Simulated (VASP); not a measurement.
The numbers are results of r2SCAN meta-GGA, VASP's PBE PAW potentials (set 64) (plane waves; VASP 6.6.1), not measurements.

Input for VASP

File KPOINTS:
```
Automatic mesh
0
Gamma
10 10 10
0 0 0
```

**INCAR**
```
# general
SYSTEM  = PdIn
PREC    = Accurate
ENCUT   = 480   # plane-wave cut-off (eV)
LREAL   = .FALSE.   # projection in real space or not
LASPH   = .TRUE.   # aspherical one-centre terms

# electronic loop
EDIFF   = 1E-7
NELM    = 100
ALGO    = Normal   # blocked Davidson
LMAXMIX = 4   # l cut-off of mixed one-centre charges
LMIXTAU = .TRUE.

# smearing
ISMEAR  = 1   # Methfessel-Paxton
SIGMA   = 0.1   # width (eV)

# functional
METAGGA = R2SCAN

# ions
ISIF    = 2   # forces and stress, cell fixed

# output
LWAVE   = .FALSE.
LCHARG  = .FALSE.
```

### POSCAR
```
PdIn
3.3042610
  0.9999998741   0.0000000000   0.0000000000
  0.0000000000   0.9900988853   0.0000000000
  0.0000000000   0.0000000000   0.9999998741
In Pd
1 1
Cart
  0.4999999371   0.4950494426   0.4999999371
  0.0000000000   0.0000000000   0.0000000000
```

POTCAR, in this order: In_d Pd (PBE.64 set). Program: vasp_std.

Output

**OSZICAR**
```
       N       E                     dE             d eps       ncg     rms          rms(c)
DAV:   1     0.119824952590E+03    0.11982E+03   -0.11128E+04  3815   0.194E+03
DAV:   2    -0.442092197318E+02   -0.16403E+03   -0.15968E+03  4011   0.406E+02
DAV:   3    -0.519633414301E+02   -0.77541E+01   -0.77078E+01  4746   0.958E+01
DAV:   4    -0.521112961958E+02   -0.14795E+00   -0.14791E+00  4718   0.125E+01
DAV:   5    -0.521187555395E+02   -0.74593E-02   -0.74593E-02  5697   0.245E+00    0.838E+00
DAV:   6    -0.467169843950E+02    0.54018E+01   -0.49493E+00  4053   0.362E+01    0.387E+00
DAV:   7    -0.465998452147E+02    0.11714E+00   -0.53027E-01  4032   0.937E+00    0.241E+00
DAV:   8    -0.466224253035E+02   -0.22580E-01   -0.15638E-01  4213   0.338E+00    0.138E+00
DAV:   9    -0.466241259378E+02   -0.17006E-02   -0.63893E-02  3899   0.298E+00    0.444E-01
DAV:  10    -0.466333020527E+02   -0.91761E-02   -0.24796E-02  4095   0.193E+00    0.223E-01
DAV:  11    -0.466337153790E+02   -0.41333E-03   -0.56260E-03  4046   0.813E-01    0.157E-01
DAV:  12    -0.466343764855E+02   -0.66111E-03   -0.43912E-04  4805   0.187E-01    0.116E-01
DAV:  13    -0.466349004683E+02   -0.52398E-03   -0.53908E-04  4137   0.276E-01    0.540E-02
DAV:  14    -0.466347178751E+02    0.18259E-03   -0.17150E-04  3927   0.152E-01    0.935E-02
DAV:  15    -0.466350443193E+02   -0.32644E-03   -0.37046E-04  3913   0.216E-01    0.238E-02
DAV:  16    -0.466350457996E+02   -0.14804E-05   -0.78394E-06  4564   0.262E-02    0.281E-02
DAV:  17    -0.466350464804E+02   -0.68081E-06   -0.16751E-06  4347   0.135E-02    0.175E-02
DAV:  18    -0.466350471842E+02   -0.70370E-06   -0.87856E-07  4515   0.114E-02    0.161E-02
DAV:  19    -0.466350473804E+02   -0.19625E-06   -0.10784E-07  2962   0.326E-03    0.150E-02
DAV:  20    -0.466350474622E+02   -0.81814E-07   -0.37603E-08  2128   0.287E-03
   1 F= -.46635047E+02 E0= -.46634593E+02  d E =-.136375E-02
```

File OUTCAR:
```
------------------------ aborting loop because EDIFF is reached ----------------------------------------
  FORCE on cell =-STRESS in cart. coord.  units (eV):
  Direction    XX          YY          ZZ          XY          YZ          ZX
  --------------------------------------------------------------------------------------
  Total       -0.4788239     -0.5278117     -0.4788239      0.0000000     -0.0000000      0.0000000
  in kB      -21.4775581    -23.6748960    -21.4775581      0.0000000     -0.0000000      0.0000000
  external PRESSURE =     -22.2100041 kB  Pullay stress =       0.0000000 kB
  volume of cell :       35.72
      direct lattice vectors                 reciprocal lattice vectors
     3.304260584  0.000000000  0.000000000     0.302639569  0.000000000  0.000000000
     0.000000000  3.271545133  0.000000000     0.000000000  0.305665965  0.000000000
     0.000000000  0.000000000  3.304260584     0.000000000  0.000000000  0.302639569
 POSITION                                       TOTAL-FORCE (eV/Angst)
 -----------------------------------------------------------------------------------
      1.65213      1.63577      1.65213         0.000000      0.000000      0.000000
      0.00000      0.00000      0.00000         0.000000      0.000000      0.000000
 -----------------------------------------------------------------------------------
    total drift:                                0.000000      0.000000     -0.000000
  FREE ENERGIE OF THE ION-ELECTRON SYSTEM (eV)
  ---------------------------------------------------
  free  energy   TOTEN  =       -46.6350474622 eV

  energy  without entropy=      -46.6336837097  energy(sigma->0) =      -46.63459288
```
(Selected blocks of OUTCAR.)

### OUTCAR
```
 val. band max:       10.2350437398   @ k =   0.5000   0.3000   0.4000

 cond. band min:      10.2563680236   @ k =   0.5000   0.5000   0.5000


 Fermi energy:        10.2542619155

 k-point     1 :       0.0000    0.0000    0.0000
  band No.  band energies     occupation
      1      -5.4133      2.00000
      2      -5.3973      2.00000
      3      -5.0090      2.00000
      4      -5.0023      2.00000
      5      -5.0023      2.00000
      6      -0.1809      2.00000
      7       6.1894      2.00000
      8       6.2035      2.00000
      9       7.7485      2.00000
     10       7.7716      2.00000
     11       7.7716      2.00000
     12      14.4773      0.00000
     13      14.4773      0.00000
     14      14.7708      0.00000
     15      19.9355      0.00000

 k-point     2 :       0.1000    0.0000    0.0000
  band No.  band energies     occupation
      1      -5.4054      2.00000
      2      -5.3675      2.00000
      3      -5.0188      2.00000
      4      -5.0121      2.00000
      5      -4.9995      2.00000
      6      -0.0185      2.00000
      7       6.1946      2.00000
      8       6.2248      2.00000
      9       7.6314      2.00000
     10       7.6604      2.00000
     11       7.7653      2.00000
     12      13.3846      0.00000
     13      14.7972      0.00000
     14      15.0848      0.00000
     15      20.3034      0.00000

 k-point     3 :       0.2000    0.0000    0.0000
  band No.  band energies     occupation
      1      -5.3908      2.00000
      2      -5.2834      2.00000
      3      -5.0444      2.00000
      4      -5.0375      2.00000
      5      -4.9920      2.00000
      6       0.4668      2.00000
      7       6.2018      2.00000
      8       6.2248      2.00000
      9       7.3541      2.00000
     10       7.3952      2.00000
     11       7.7487      2.00000
     12      11.4673     -0.00000
     13      15.6811      0.00000
     14      15.9567      0.00000
     15      20.4062      0.00000
...
```

Unless said otherwise, spin-orbit coupling is left out, though it shifts the bands of the heavy elements here.

The compound is PdIn in the CsCl type structure. This cell was strained or had an atom moved on purpose. The electron count is odd and the run is not spin-polarised, which forces a metal.
